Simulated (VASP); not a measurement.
Crystal: ScAl3N4.

```
Sc Al N
1.0
     0.00000    0.00000   -5.17892
     3.23670    5.60612    0.00000
     3.23670   -5.60612    0.00000
Sc Al N
2 6 8
Direct
  0.00000 0.16667 0.33333
  0.50000 0.33333 0.66667
  0.00000 0.16667 0.83333
  0.00000 0.66667 0.33333
  0.00000 0.66667 0.83333
  0.50000 0.33333 0.16667
  0.50000 0.83333 0.66667
  0.50000 0.83333 0.16667
  0.62000 0.16667 0.33333
  0.62000 0.16667 0.83333
  0.62000 0.66667 0.33333
  0.62000 0.66667 0.83333
  0.12000 0.33333 0.66667
  0.12000 0.33333 0.16667
  0.12000 0.83333 0.66667
  0.12000 0.83333 0.16667
```

The cell was built by a generator and needn't be a form met in nature.

```yaml
Program: VASP 6.6.1
Task: relaxation of cell and atoms
Functional: PBEsol
Potentials_or_basis: VASP PAW PBE potentials, release 64 (Sc_sv, Al, N)
Cutoff: 600 eV
k_mesh: 6 × 6 × 6
Occupations: gaussian, width 0.03 eV
Spin: no spin polarisation
```

At the start: pressure -3.6 GPa; volume 11.75 Å³/atom.

How do energy, volume and symmetry change on relaxing?

Over 16 steps the energy falls by 90.9 meV/atom and the volume is 11.28 Å³/atom (-4.0 %); space group Cmc2_1 (No. 36, to 0.05 Å).

The path:
| step | energy change (eV) | largest force (eV/Å) | pressure (GPa) | volume (Å³) |
| --- | --- | --- | --- | --- |
| 1 | 0.0000 | 3.3381 | -3.56 | 187.95 |
| 2 | -1.2892 | 0.9373 | 0.33 | 180.94 |
| 3 | -1.2960 | 0.9084 | -0.09 | 181.41 |
| 4 | -1.4069 | 0.3836 | 0.29 | 180.67 |
| 5 | -1.4073 | 0.3954 | 0.26 | 180.72 |
| 6 | -1.4363 | 0.1622 | -0.28 | 181.04 |
| 7 | -1.4414 | 0.2084 | -0.61 | 181.24 |
| 8 | -1.4512 | 0.0970 | 0.32 | 180.18 |
| 9 | -1.4513 | 0.0904 | 0.26 | 180.25 |
| 10 | -1.4533 | 0.0539 | -0.09 | 180.52 |
| 11 | -1.4533 | 0.0523 | -0.05 | 180.49 |
| 12 | -1.4537 | 0.0211 | 0.02 | 180.43 |
| 13 | -1.4537 | 0.0248 | 0.03 | 180.41 |
| 14 | -1.4539 | 0.0155 | -0.01 | 180.45 |
| 15 | -1.4539 | 0.0161 | -0.01 | 180.45 |
| 16 | -1.4539 | 0.0070 | -0.01 | 180.44 |

Final structure:
```
Sc Al N
1.0
     0.00000    0.00000   -4.99645
     3.23899    5.61010    0.00000
     3.20848   -5.59248    0.00000
Sc Al N
2 6 8
Direct
  0.01176 0.16117 0.32233
  0.51176 0.33883 0.67767
  0.00248 0.16394 0.83497
  0.00568 0.66535 0.33070
  0.00248 0.67103 0.83497
  0.50248 0.33606 0.16503
  0.50568 0.83465 0.66930
  0.50248 0.82897 0.16503
  0.58733 0.15876 0.31751
  0.62471 0.15440 0.84520
  0.62086 0.66752 0.33505
  0.62471 0.69080 0.84520
  0.08733 0.34124 0.68249
  0.12471 0.34560 0.15480
  0.12086 0.83248 0.66495
  0.12471 0.80920 0.15480
```

Caveat: the PAW data sets were made with another functional, which shifts forces and pressure a little.
